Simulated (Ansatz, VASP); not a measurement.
## Cross-check of TiB2 between VASP and Ansatz

Wanted: the spread between two codes on one cell, functional and k mesh. The cell is taken from a series of runs on this material, whose earlier steps may have relaxed, scaled, displaced or heated it; both programs get it as it stands.

Method: plane waves, with VASP 6.6.1 beside it; zone-centre phonons at PBEsol, in Ansatz 0.2.0.

### 1. The structure

It takes space group P6/mmm (No. 191, hexagonal). Conventional cell: a = 3.052 Å, b = 3.052 Å, c = 3.237 Å, α = 90.00°, β = 90.00°, γ = 120.00°. B has 3 B at 1.76 Å and 6 Ti at 2.39 Å nearest. Nearest to Ti lie 12 B at 2.39 Å. Farther neighbours are not listed.

### 2. Ansatz: zone-centre phonons, PBEsol

Ansatz runs on its PAW soft_1 files.

Second derivatives magnify differences that forces hide, and they need a tight electronic threshold.

Contents of input.yaml:

```yaml
crystal:
  lattice:
    - [3.0519250567, 0.0, 0.0]
    - [-1.5259625284, 2.6430446296, 0.0]
    - [0.0, 0.0, 3.237178591]
  atoms:
    - { symbol: B, position: [0.3333333333, 0.6666666667, 0.5] }
    - { symbol: B, position: [0.6666666667, 0.3333333333, 0.5] }
    - { symbol: Ti, position: [0.0, 0.0, 0.0] }
kpoints:
  mp_grid: { grid: [15, 15, 16] }
hamiltonian:
  xc: pbesol
  pseudopotentials: { kind: paw, azcp: { folder: soft_1 }, xc_functional: pbe }
scf:
  occupations: { method: methfessel_paxton, width: 0.2 }
output:
  eigenvalues: true
phonons:
  method: dfpt
```

Started as:

```sh
ansatz run input.yaml --threads 4 --pin off --max-ram 10240MiB --backend cpu --events-out ev --progress --plain --runs-dir out
```

Numbers of over 12 decimals in the logs are rounded to 6 here.

Log:

```text
zone centre: on kpoints.mp_grid the ground state, and the responses unless they are solved on pairs of k-points, stand on 576 of the mesh's 3600 k-points, reduced under 4 symmetry operations, with k and −k counted as one. Each operation leaves every solved displacement unchanged or reverses it
Engine: ansatz 0.2.0, x86_64-unknown-linux-gnu
Pseudopotentials: kind: paw
Pseudopotential: B, paw, valence charge 3, recommended cutoff 420 eV (normal), soft_1/B.paw.azcp
Pseudopotential: Ti, paw, valence charge 12, recommended cutoff 420 eV (normal), soft_1/Ti.paw.azcp
Functional definition: PBEsol
  exchange = pbesol_x
  correlation = pbesol_c
Crystal: 3 atoms, lattice volume = 26.112 Å³
Basis set: ecut = 420 eV, 503 PW (Γ), exchange–correlation on 48×48×48 points (8 copies of the dense FFT grid, shifted against one another)
Bands: 13, of which v1, the nominal top of the filled ones, is band 9 counted from 1 (8 counted from 0)
Symmetry: 24 space group operations
k-points: 576 of 3600 (irreducible under 4 space group operations, time reversal used)
Non-local potential: B, projectors of the file, l = 0: 2, l = 1: 2, l = 2: 1
Non-local potential: Ti, projectors of the file, l = 0: 3, l = 1: 2, l = 2: 3, l = 3: 1
PAW form: soft (Blöchl's): semilocal exchange-correlation on the pseudo side does not see the compensation charge
PAW frozen core: B, regenerated for the run's functional, and the local potential with it (the file was generated under x = pbe(κ = 0.804, μ = 0.219515), c = pbe(β = 0.066725))
PAW frozen core: Ti, regenerated for the run's functional, and the local potential with it (the file was generated under x = pbe(κ = 0.804, μ = 0.219515), c = pbe(β = 0.066725))
PAW one-centre angular grid: B, 110 points (default); XC on 64 Gauss nodes
PAW one-centre angular grid: Ti, 590 points (default); XC on 64 Gauss nodes
Initial density: superposition of atomic densities (chi_scale 0.1, normalization cell, long waves kept (reshape's long-wave potential 0.00 eV rms))
Initial wavefunctions: pseudopotential atomic-orbital guess
Functional: x = pbesol(κ = 0.804, μ = 0.123457), c = pbesol(β = 0.046)
SCF iter   1: F=—  HF=-2783.696926 eV  |F-HF|=—  |Δ(HF+E_count)|=         —  Δρ=1.03e-1  dr2=4.41e0  ethr=3.10e-3  ⟨swp⟩=4.3  Hψ=35243  notcnv=0
preconditioner: auto → none  [metal: Δε(μ)=0.016 eV  Ē_g=9.300 eV  σ=0.200 eV  W_gap=0.07  n_scr=8 (ndim 8)  ℏωp=23.0 eV  f_vac=0.000  D(μ)=0.41/eV (n_scr^D=0)  sad-step TF]
SCF iter   2: F=—  HF=-2783.108521 eV  |F-HF|=—  |Δ(HF+E_count)|=   5.88e-1  S|Δr|=    0.00e0  Δρ=6.82e-2  dr2=2.09e0  ethr=3.10e-3  ⟨swp⟩=2.0  Hψ=14303  notcnv=0
SCF iter   3: F=—  HF=-2782.600575 eV  |F-HF|=—  |Δ(HF+E_count)|=   5.08e-1  S|Δr|=    0.00e0  Δρ=8.41e-3  dr2=2.33e-2  ethr=3.10e-3  ⟨swp⟩=3.0  Hψ=14378  notcnv=0
SCF iter   4: F=—  HF=-2782.597983 eV  |F-HF|=—  |Δ(HF+E_count)|=   2.59e-3  S|Δr|=    0.00e0  Δρ=1.01e-3  dr2=2.07e-4  ethr=1.30e-4  ⟨swp⟩=1.6  Hψ=12834  notcnv=0
SCF iter   5: F=—  HF=-2782.598038 eV  |F-HF|=—  |Δ(HF+E_count)|=   5.54e-5  S|Δr|=    0.00e0  Δρ=2.84e-4  dr2=3.29e-5  ethr=1.15e-6  ⟨swp⟩=2.0  Hψ=10397  notcnv=0
SCF iter   6: F=—  HF=-2782.598033 eV  |F-HF|=—  |Δ(HF+E_count)|=   4.71e-6  S|Δr|=    0.00e0  Δρ=7.71e-5  dr2=1.97e-6  ethr=1.83e-7  ⟨swp⟩=2.4  Hψ=10923  notcnv=0
SCF iter   7: F=—  HF=-2782.598033 eV  |F-HF|=—  |Δ(HF+E_count)|=   4.96e-7  S|Δr|=    0.00e0  Δρ=5.62e-6  dr2=5.98e-9  ethr=1.09e-8  ⟨swp⟩=2.7  Hψ=11329  notcnv=0
SCF iter   8: F=—  HF=-2782.598033 eV  |F-HF|=—  |Δ(HF+E_count)|=   3.53e-9  S|Δr|=    0.00e0  Δρ=1.05e-6  dr2=2.93e-10  ethr=3.32e-11  ⟨swp⟩=2.1  Hψ=12065  notcnv=0
SCF iter   9: F=—  HF=-2782.598033 eV  |F-HF|=—  |Δ(HF+E_count)|=  9.82e-11  S|Δr|=    0.00e0  Δρ=2.29e-7  dr2=1.85e-11  ethr=1.63e-12  ⟨swp⟩=3.0  Hψ=12789  notcnv=0
SCF iter  10: F=-2782.598033 eV  HF=-2782.598033 eV  |F-HF|=4.55e-13  |Δ(HF+E_count)|=  5.46e-12  S|Δr|=    0.00e0  Δρ=9.66e-9  dr2=4.05e-14  ethr=1.00e-12  ⟨swp⟩=4.8  Hψ=26280  notcnv=0
SCF 1 converged in 10 iterations: F = -2782.598033 eV  dr2 = 4.05e-14
  greatest PAW one-centre occupation: 0.998 electrons in one spin orbital (limit 2), on the Ti atom at site 2 (counted from 0), in its partial waves of l = 0
DFPT response loops at Γ: preconditioner auto → Kerker (q_TF=auto, 2.564 Å⁻¹) (partly filled bands, converged f_vac=0.000); β = 1.00, the filter's whole step (`scf.mixing.beta` (0.50) is not read by the response loops under this deck's `scf.mixing.preconditioner`; to damp them name `kerker` or `kerker_dos`, under which they read `scf.mixing.beta`, and type it under 1.00, their step now; both keys bind the ground state too); Broyden in place of MSR1
SCF converged after 10 iterations
Stability not checked: this state was not tested for a lower state beside it, because cold or Methfessel-Paxton smearing, or corrected tetrahedra, fill the levels in a way that the test cannot read (fill_not_monotonic; see scf.lower_state_search)
Free energy (F): -2782.598033 eV
Harris-Foulkes:  -2782.598033 eV  (|F-HF|=4.55e-13)
Internal energy: -2782.598078 eV  (E = F + TS)
E sigma→0 (E₀):  -2782.598044 eV
Entropy (-TS):   0.000045 eV (0.015 meV/atom)
Fermi energy:    14.755955 eV
--- Per-component energies (eV) ---
  E_band       = -99.988237
  E_kinetic    = 381.477902
  E_local      = -851.483933  (includes V_loc(G=0)·N_el)
  E_nonlocal   = 76.875160
  E_hartree    = 348.014942
  E_xc         = -182.800773
  E_vxc        = -225.122603  (∫ρ·V_xc dr)
  E_paw        = -1166.859624  (= ΣΔE_a)
  E_vpaw       = -177.764567  (= ΣTr[D̂ρ^β])
  E_aug_tail   = -0.000074  (compensation charges beyond the density's cutoff)
  E_ewald      = -1387.990484
  E_core_change = 0.168806  (= ΣΔE_core)
  E_smearing   = 0.000045  (= −TS)
  E_closure    = -0.000000  (closes the sum)
  Σ components = -2782.598033   (vs F -2782.598033, Δ=0.00e0)
--- Band table (eV; the first three rows and the last of 576) ---
  k-point 0: bands = [... 5 lower, 12.1335, 12.1335, 12.4795, 12.6309, 16.5819, 16.5819, 18.3560, 18.3560]
  k-point 1: bands = [... 5 lower, 11.7623, 12.1746, 12.1746, 13.2908, 16.4428, 16.4428, 18.2654, 18.2654]
  k-point 2: bands = [... 5 lower, 10.9345, 12.2974, 12.2974, 13.9595, 16.1041, 16.1041, 18.0049, 18.0049]
  k-point 575: bands = [... 5 lower, 8.0199, 9.6961, 10.3663, 12.1505, 17.0534, 17.5859, 18.2732, 19.1546]
--- Phonons (Γ-DFPT): 4 representative perturbations + reference, on 576 of 3600 k-points (Σ response iterations 12) ---
  k mesh reduced under 4 symmetry operations, with k and −k counted as one. Each operation leaves every solved displacement unchanged or reverses it
  ASR residual: 1.741e-6 → 0.000e0 eV/Å²; symmetrization residual: 9.168e-7 eV/Å²
  ASR residual per site (eV/Å²): 1.20e-6 1.20e-6 1.74e-6
  Γ frequencies (cm⁻¹): 0.00 0.00 0.00 490.91 499.42 499.42 542.31 857.43 857.43
  non-analytic LO–TO correction: not included (Born effective charges unavailable; polar crystals: no LO–TO splitting at Γ)
```

(Continued in part 2 of 2.)

[Lines on the potential files, build, host, timing and source positions are cut from VASP's logs without a mark.]

[Logs are printed without paths, hosts, clocks, repeated set-up lines and the standing remarks that a program may print on its own settings, such as how far it seeks lower states.]

[Hosts, paths, dates, database ids (printed as entryN), source tags and the programs' standing remarks are cut or masked in the printed files.]
